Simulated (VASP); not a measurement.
Input:

```yaml
crystal:
  lattice:
    - [-3.14970, 3.14970, 3.14970]
    - [3.14970, -3.14970, 3.14970]
    - [3.14970, 3.14970, -3.14970]
  atoms:
    - { symbol: Cs, position: [0.00000, 0.00000, 0.00000] }
```

Calculation: r2SCAN+rVV10, VASP's PBE PAW potentials (set 64) (plane waves; VASP 6.6.1). Numerical set-up: 520 eV cut-off, 8×8×8 Γ-centred mesh, first-order Methfessel-Paxton smearing of 0.10 eV, potentials Cs_sv.

Unless said otherwise, spin-orbit coupling is left out, though it shifts the bands of the heavy elements here.

Q: Estimate the energy per atom (σ→0), band gap (on the k-mesh) with the smallest direct gap where there is one.

A: 
| Item | Value |
|---|---|
| band gap (on the k-mesh) | none (metal, semimetal or under 0.01 eV) |
| energy per atom (σ→0) | -24.563 eV/atom |

Total energies compare only between runs with the same potentials, cut-off and functional.

The compound is Cs in the bcc structure. This cell is one point of a volume scan, at 1.06 of the reference volume.
